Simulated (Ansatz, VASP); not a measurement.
## CsBa3 in VASP and in Ansatz

```
Cs Ba
1.0
     6.58925   -0.39626   -0.39626
    -0.39626    6.58925   -0.39626
    -0.39626   -0.39626    6.58925
Cs Ba
1 3
Direct
  0.00858 0.00858 0.00858
  0.99433 0.49854 0.49854
  0.49854 0.99433 0.49854
  0.49854 0.49854 0.99433
```

Alike in both runs: task single point; functional PBEsol; k mesh 6 × 6 × 6; occupations gaussian, width 0.1 eV; no spin polarisation.

|  | VASP | Ansatz |
| --- | --- | --- |
| version | VASP 6.6.1 | Ansatz 0.2.0 |
| potentials or method | VASP PAW PBE potentials, release 64 (Cs_sv, Ba_sv) | scalar-relativistic, plane waves, PAW |
| plane-wave cutoff (eV) | 520 | 420 |
| valence electrons in the cell | 39 | 39 |

|  | VASP | Ansatz | Ansatz less VASP |
| --- | --- | --- | --- |
| gap on the k mesh at the Fermi level (eV) | none | none | - |
| pressure (GPa) | -0.4 | -0.4 | -0.02 |
| largest component of the traceless stress (GPa) | 0.56 | 0.56 | -0.001 |
| rms of the force components (eV/Å) | 0.034 | 0.033 | -0.0005 |

Atom by atom the forces differ by 0.001 eV/Å (rms over components). A gap of «none» marks a metal or a gap that the smearing closes.

Caveats: the PAW data sets were made with another functional, which shifts forces and pressure a little (VASP). The runs have no spin-orbit coupling, so splittings on Ba, Cs are missing.
